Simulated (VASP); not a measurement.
Here is the system:

```
CELL_PARAMETERS angstrom
      1.37970    -2.38971     0.00000
      1.37970     2.38971     0.00000
      0.00000     0.00000     4.47091
ATOMIC_POSITIONS crystal
  Re 0.33333 0.66667 0.25000
  Re 0.66667 0.33333 0.75000
```

All values below come from PBE GGA, VASP's PBE PAW potentials (set 64) (plane waves; VASP 6.6.1). Run with 500 eV cut-off, 15×15×8 Γ-centred mesh, first-order Methfessel-Paxton smearing of 0.10 eV, potentials Re.

Unless said otherwise, spin-orbit coupling is left out, though it shifts the bands of the heavy elements here.

Problem. What does the run give for the energy per atom (σ→0), pressure, band gap (on the k-mesh) with the smallest direct gap where there is one?

Solution. 
The band gap (on the k-mesh) is none (metal, semimetal or under 0.01 eV), the energy per atom (σ→0) is -12.424 eV/atom and the pressure comes out as 4.88 GPa.

The compound is Re in the hcp structure. It was relaxed first under an external pressure of 5 GPa.
